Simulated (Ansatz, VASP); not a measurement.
# Cross-check of Al3GaAs4 between VASP and Ansatz, part 2 of 2

One calculation is typed for both programs; each brings its own data sets. How far apart do they land? The cell is invented: As first built, before any earlier steps moved the atoms (in the runner's words): As for N in the Al3GaN4 structure of space group P-43m. It may not be a known or stable phase. The cell is taken from a series of runs on this material, whose earlier steps may have relaxed, scaled, displaced or heated it; both programs get it as it stands.

VASP 6.6.1 and Ansatz 0.2.0.

So far. Step 2 (VASP: single point, r2SCAN, pair 1): The run ends at a pressure of -0.05 GPa, with forces up to 0.015 eV/Å.

## (5) Ansatz: single point, r2SCAN, pair 2

Level of this step: Ansatz beside VASP: Kohn-Sham DFT, plane waves, r2SCAN (Ansatz).

With cell and atoms fixed, the geometry can't cause a difference; cores, projectors, grids and the points listed under the comparison can.

The cell is taken from a series of runs on this material, whose earlier steps may have relaxed, scaled, displaced or heated it; both programs get it as it stands.

Contents of input.yaml:

```yaml
crystal:
  lattice:
    - [5.675800946, 0.0, 0.0]
    - [0.0, 8.026794675, 0.0]
    - [0.0, 4.013397338, 4.013397338]
  atoms:
    - { symbol: Al, position: [0.0, 0.5, 0.0] }
    - { symbol: Al, position: [0.5, 0.0, 0.5] }
    - { symbol: Al, position: [0.5, 0.5, 0.5] }
    - { symbol: Ga, position: [0.0, 0.0, 0.0] }
    - { symbol: As, position: [0.2504064464, 0.2504064464, 0.4991871072] }
    - { symbol: As, position: [0.7495935536, 0.7495935536, 0.0] }
    - { symbol: As, position: [0.7495935536, 0.2504064464, 0.0] }
    - { symbol: As, position: [0.2504064464, 0.7495935536, 0.5008128928] }
kpoints:
  mp_grid: { grid: [6, 6, 6] }
scf:
  occupations: { method: fixed }
hamiltonian:
  xc: r2scan
output:
  eigenvalues: true
  transmission:
    leads: [[0, 0]]
    kpoints: [[0.0, 0.0], [-0.5, 0.0]]
    e_range: [-1.0, 2.52]
    de: 0.09
```

Command:

```sh
> ansatz run input.yaml --threads 2 --pin off --max-ram 4096MiB --backend cpu --events-out ev --progress --plain --runs-dir out
```

Numbers of over 12 decimals in the logs are rounded to 6 here.

The program printed:

```text
[...]
Crystal: 8 atoms, lattice volume = 182.844 Å³
Basis set: ecut = 500 eV, 4697 PW (Γ), exchange–correlation on 180×240×180 points (64 copies of the dense FFT grid, shifted against one another)
Bands: 50, of which v1, the nominal top of the filled ones, is band 41 counted from 1 (40 counted from 0)
Symmetry: 24 space group operations
[...]
k-points: 20 of 216 (time reversal used)
[...]
k-point 19: bands = [... 37 lower, 5.5638, 5.6233, 5.6233, 5.6233, 8.0028, 9.0732, 9.0732, 9.0732, ... 5 higher]
--- Transmission ---
  basis      : 477 plane waves across, 6 finite elements along
  points     : 2, as listed
[...]
crystal 0  : Al3Ga1As4, at the sites [0, 0], period 4.0134 Å: whole cells are its period
[...]
channels       : 0.000000e0 a spin
[...]
slowest decay  : 0.1109 /Å at (0.0000, 0.0000)
[key lines of the parts left out:]
SCF converged after 8 iterations
Free energy (F): -24874.466714 eV
Fermi energy:    6.483392 eV
```

## (6) VASP: single point, r2SCAN, pair 2

The same cell, functional and mesh now go to VASP, with its own data sets.

Contents of INCAR:

```
SYSTEM = Al3GaAs4
PREC = Accurate
ENCUT = 440
EDIFF = 1E-06
NELM = 120
ISMEAR = 0
SIGMA = 0.01
LREAL = .FALSE.
ALGO = Normal
METAGGA = R2SCAN
LASPH = .TRUE.
NBANDS = 29
LORBIT = 11
LWAVE = .FALSE.
LCHARG = .FALSE.
ISIF = 2
GGA_COMPAT = .FALSE.
EFERMI = MIDGAP
LMIXTAU = .TRUE.
KPAR = 2
```

Contents of POSCAR:

```
Al3GaAs4
1.0
    5.6758009460      0.0000000000      0.0000000000
    0.0000000000      8.0267946750      0.0000000000
    0.0000000000      4.0133973380      4.0133973380
Al Ga As
3 1 4
Direct
    0.0000000000      0.5000000000      0.0000000000
    0.5000000000      0.0000000000      0.5000000000
    0.5000000000      0.5000000000      0.5000000000
    0.0000000000      0.0000000000      0.0000000000
    0.2504064464      0.2504064464      0.4991871072
    0.7495935536      0.7495935536      0.0000000000
    0.7495935536      0.2504064464      0.0000000000
    0.2504064464      0.7495935536      0.5008128928
```

Contents of KPOINTS:

```
Automatic mesh
0
Gamma
6 6 6
0 0 0
```

The projector-augmented-wave data sets are Al, Ga_d and As (PBE family, release 64).

Command:

```sh
> mpirun -np 2 vasp_std
```

The program printed:

```text
[banner, memory and clock lines left out]
running    2 mpi-ranks, on    1 nodes
[...]
[... a notice as in an earlier step ...]

 LDA part: xc-table for (None), standard interpolation
 POSCAR, INCAR and KPOINTS ok, starting setup
[...]
entering main loop
       N       E                     dE             d eps       ncg     rms          rms(c)
DAV:   1     0.157519191093E+03    0.15752E+03   -0.16407E+04  1232   0.130E+03
DAV:   2    -0.747126272452E+02   -0.23223E+03   -0.22090E+03  1333   0.278E+02
DAV:   3    -0.100031702469E+03   -0.25319E+02   -0.24893E+02  1354   0.905E+01
DAV:   4    -0.100900911520E+03   -0.86921E+00   -0.86566E+00  1463   0.178E+01
[...]
DAV:  19    -0.951188005378E+02   -0.51194E-05   -0.46773E-06  1318   0.168E-02    0.711E-04
DAV:  20    -0.951188021019E+02   -0.15641E-05   -0.29185E-07   768   0.518E-03    0.302E-04
DAV:  21    -0.951188016988E+02    0.40312E-06   -0.13534E-07   720   0.296E-03
   1 F= -.95118802E+02 E0= -.95118802E+02  d E =0.000000E+00
```

Parts of OUTCAR (step 6):

```text
  Total       -0.0520784     -0.0520784     -0.0520784     -0.0000000     -0.0000000     -0.0000000
  in kB       -0.4563378     -0.4563378     -0.4563378     -0.0000000     -0.0000000     -0.0000000
  external PRESSURE =      -0.4563378 kB  Pullay stress =       0.0000000 kB

 POSITION                                       TOTAL-FORCE (eV/Angst)
 -----------------------------------------------------------------------------------
      0.00000      4.01340      0.00000        -0.000000      0.000000      0.000000
      2.83790      2.00670      2.00670        -0.000000      0.000000      0.000000
      2.83790      6.02010      2.00670        -0.000000      0.000000      0.000000
      0.00000      0.00000      0.00000        -0.000000      0.000000      0.000000
      1.42126      4.01340      2.00344         0.008863     -0.000000     -0.012535
      4.25454      6.01683      0.00000        -0.008863     -0.012535      0.000000
      4.25454      2.00996      0.00000        -0.008863      0.012535      0.000000
      1.42126      8.02679      2.00996         0.008863      0.000000      0.012535
 -----------------------------------------------------------------------------------
    total drift:                                0.001506     -0.000000      0.000000

  FREE ENERGIE OF THE ION-ELECTRON SYSTEM (eV)
  ---------------------------------------------------
  free  energy   TOTEN  =       -95.1188016988 eV

  energy  without entropy=      -95.1188016988  energy(sigma->0) =      -95.11880170

[... 3 further parts left out ...]
[key lines of the parts left out:]
E-fermi :   4.3308
```

The run ends at a pressure of -0.05 GPa, with forces up to 0.015 eV/Å.

## (7) Comparison

What differs besides the data sets and the points named for the pairs above, as far as they apply: the data sets hold 82 valence electrons in Ansatz (on its default PAW (the set named soft_2) files) and 42 in VASP. Total energies have different zeros and are not compared.

Compared:

| quantity | Ansatz | VASP | difference |
| --- | --- | --- | --- |
| gap on the k mesh (eV) | 1.519 | 1.508 | +0.012 |

A gap on the mesh is an upper bound, since the band edges may lie between its points.

## (8) Ansatz: single point, r2SCAN, pair 3

A single point gives forces, pressure and levels at one fixed geometry, so differences don't come from the geometry; what else differs is listed under the comparison.

The cell is taken from a series of runs on this material, whose earlier steps may have relaxed, scaled, displaced or heated it; both programs get it as it stands.

Contents of input.yaml:

```yaml
crystal:
  lattice:
    - [5.6758009462, 0.0, 0.0]
    - [0.0, 5.6758009462, 0.0]
    - [0.0, 0.0, 5.6758009462]
  atoms:
    - { symbol: Al, position: [0.5, 0.5, 0.0] }
    - { symbol: Al, position: [0.5, 0.0, 0.5] }
    - { symbol: Al, position: [0.0, 0.5, 0.5] }
    - { symbol: Ga, position: [0.0, 0.0, 0.0] }
    - { symbol: As, position: [0.7495935536, 0.7495935536, 0.2504064464] }
    - { symbol: As, position: [0.7495935536, 0.2504064464, 0.7495935536] }
    - { symbol: As, position: [0.2504064464, 0.7495935536, 0.7495935536] }
    - { symbol: As, position: [0.2504064464, 0.2504064464, 0.2504064464] }
kpoints:
  mp_grid: { grid: [6, 6, 6] }
  band_path: { path: [VBM, CBM], npoints: 30 }
scf:
  occupations: { method: fixed }
hamiltonian:
  xc: r2scan
output:
  eigenvalues: true
  write_potential: true
  write_density: true
  volumetric_format: npy
```

Command:

```sh
> ansatz run input.yaml --threads 2 --pin off --max-ram 4096MiB --backend cpu --events-out ev --progress --plain --runs-dir out
```

The program printed:

```text
[...]
Crystal: 8 atoms, lattice volume = 182.844 Å³
Basis set: ecut = 500 eV, 4697 PW (Γ), exchange–correlation on 180×180×180 points (64 copies of the dense FFT grid, shifted against one another)
Bands: 50, of which v1, the nominal top of the filled ones, is band 41 counted from 1 (40 counted from 0)
Symmetry: 24 space group operations
[...]
k-points: 20 of 216 (time reversal used)
[...]
--- Band table (eV; the first three rows and the last of 20) ---
  k-point 0: bands = [... 37 lower, 4.1482, 6.4834, 6.4834, 6.4834, 8.1811, 8.3135, 8.3135, 8.3135, ... 5 higher]
  k-point 1: bands = [... 37 lower, 4.2489, 5.6943, 6.2215, 6.2215, 8.3589, 8.8199, 8.8199, 8.8293, ... 5 higher]
  k-point 2: bands = [... 37 lower, 4.5550, 4.5550, 5.6468, 5.6468, 8.7190, 9.6550, 10.0136, 10.0767, ... 5 higher]
  k-point 19: bands = [... 37 lower, 5.5638, 5.6233, 5.6233, 5.6233, 8.0028, 9.0732, 9.0732, 9.0732, ... 5 higher]
[key lines of the parts left out:]
SCF converged after 8 iterations
Free energy (F): -24874.466715 eV
Fermi energy:    6.483398 eV
```

## (9) VASP: single point, r2SCAN, pair 3

The same cell, functional and mesh now go to VASP, with its own data sets.

INCAR is that of step 6.

Contents of POSCAR:

```
Al3GaAs4
1.0
    5.6758009462      0.0000000000      0.0000000000
    0.0000000000      5.6758009462      0.0000000000
    0.0000000000      0.0000000000      5.6758009462
Al Ga As
3 1 4
Direct
    0.5000000000      0.5000000000      0.0000000000
    0.5000000000      0.0000000000      0.5000000000
    0.0000000000      0.5000000000      0.5000000000
    0.0000000000      0.0000000000      0.0000000000
    0.7495935536      0.7495935536      0.2504064464
    0.7495935536      0.2504064464      0.7495935536
    0.2504064464      0.7495935536      0.7495935536
    0.2504064464      0.2504064464      0.2504064464
```

KPOINTS is that of step 6.

Command:

```sh
> mpirun -np 2 vasp_std
```

The program printed:

```text
[... set-up lines as in an earlier step ...]
 entering main loop
       N       E                     dE             d eps       ncg     rms          rms(c)
DAV:   1     0.158811272946E+03    0.15881E+03   -0.16273E+04  1226   0.129E+03
DAV:   2    -0.727406001078E+02   -0.23155E+03   -0.22046E+03  1319   0.283E+02
DAV:   3    -0.999593371545E+02   -0.27219E+02   -0.26409E+02  1396   0.922E+01
DAV:   4    -0.100901255160E+03   -0.94192E+00   -0.93877E+00  1468   0.184E+01
[...]
DAV:  18    -0.951189595251E+02   -0.25180E-04   -0.16869E-05  1268   0.332E-02    0.145E-03
DAV:  19    -0.951189655573E+02   -0.60322E-05   -0.44713E-06  1261   0.164E-02    0.800E-04
DAV:  20    -0.951189659369E+02   -0.37969E-06   -0.31489E-07   783   0.524E-03
   1 F= -.95118966E+02 E0= -.95118966E+02  d E =0.000000E+00
```

Parts of OUTCAR (step 9):

```text
  Total       -0.0503701     -0.0503701     -0.0503701      0.0000000     -0.0000000      0.0000000
  in kB       -0.4413687     -0.4413687     -0.4413687      0.0000000     -0.0000000      0.0000000
  external PRESSURE =      -0.4413687 kB  Pullay stress =       0.0000000 kB

 POSITION                                       TOTAL-FORCE (eV/Angst)
 -----------------------------------------------------------------------------------
      2.83790      2.83790      0.00000        -0.000000     -0.000000     -0.000000
      2.83790      0.00000      2.83790        -0.000000     -0.000000     -0.000000
      0.00000      2.83790      2.83790        -0.000000     -0.000000     -0.000000
      0.00000      0.00000      0.00000        -0.000000     -0.000000     -0.000000
      4.25454      4.25454      1.42126        -0.008749     -0.008749      0.008749
      4.25454      1.42126      4.25454        -0.008749      0.008749     -0.008749
      1.42126      4.25454      4.25454         0.008749     -0.008749     -0.008749
      1.42126      1.42126      1.42126         0.008749      0.008749      0.008749
 -----------------------------------------------------------------------------------
    total drift:                                0.000000      0.000000     -0.000000

  FREE ENERGIE OF THE ION-ELECTRON SYSTEM (eV)
  ---------------------------------------------------
  free  energy   TOTEN  =       -95.1189659369 eV

  energy  without entropy=      -95.1189659369  energy(sigma->0) =      -95.11896594

[... 2 parts as in an earlier step ...]

[... 1 further part left out ...]
[key lines of the parts left out:]
E-fermi :   4.3309
```

The run ends at a pressure of -0.04 GPa, with forces up to 0.015 eV/Å.

## (10) Differences

What differs besides the data sets and the points named for the pairs above, as far as they apply: the data sets hold 82 valence electrons in Ansatz (on its default PAW (the set named soft_2) files) and 42 in VASP. Total energies have different zeros and are not compared.

Compared:

| quantity | Ansatz | VASP | difference |
| --- | --- | --- | --- |
| gap on the k mesh (eV) | 1.519 | 1.508 | +0.012 |

A gap on the mesh is an upper bound, since the band edges may lie between its points.

## (11) Summary of results

| Property | Result |
| --- | --- |
| difference in gap on the k mesh (single point, r2SCAN, pair 1) | 0.012 eV |
| difference in gap on the k mesh (single point, r2SCAN, pair 2) | 0.012 eV |
| difference in gap on the k mesh (single point, r2SCAN, pair 3) | 0.012 eV |

In words: The difference in gap on the k mesh is 0.012 eV (single point, r2SCAN, pair 2), within the 0.08 eV picked in this series as the mark of a large difference. The data sets hold unlike numbers of valence electrons (82 in Ansatz and 42 in VASP), so part of the differences comes from the potentials. Such differences can come from data sets, numerical settings and the points named under the comparisons, not from the functional's error against experiment.

[Lines on the potential files, build, host, timing and source positions are cut from VASP's logs without a mark.]

[Logs are printed without paths, hosts, clocks, repeated set-up lines and the standing remarks that a program may print on its own settings, such as how far it seeks lower states.]

[Hosts, paths, dates, database ids (printed as entryN), source tags and the programs' standing remarks are cut or masked in the printed files.]
